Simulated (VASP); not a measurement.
```
BN
1.0
    1.27590    -2.20992     0.00000
    1.27590     2.20992     0.00000
    0.00000     0.00000     4.22156
B N
2 2
Direct
  0.66667   0.33333   0.50032
  0.33333   0.66667   0.00032
  0.66667   0.33333   0.87468
  0.33333   0.66667   0.37468
```

Computed with optB86b-vdW, VASP's PBE PAW potentials (set 64) (plane waves; VASP 6.6.1). Settings: 520 eV cut-off, 11×11×6 Γ-centred mesh, tetrahedra with Blöchl corrections, potentials B N.

The cores are frozen, which limits the accuracy of field gradients.

Task: Give the principal components of the electric field gradient (V/Å²) and the asymmetry η at each nucleus.

Result: 
```
atom   Vxx   Vyy  Vzz     η
----  ----  ----  ---  ----
B1    -0.4  -0.4  0.9  0.00
B2    -0.4  -0.4  0.9  0.00
N3    -2.3  -2.3  4.7  0.00
N4    -2.3  -2.3  4.7  0.00
```

The compound is BN in the wurtzite structure, a metastable high-pressure form. It was relaxed first.
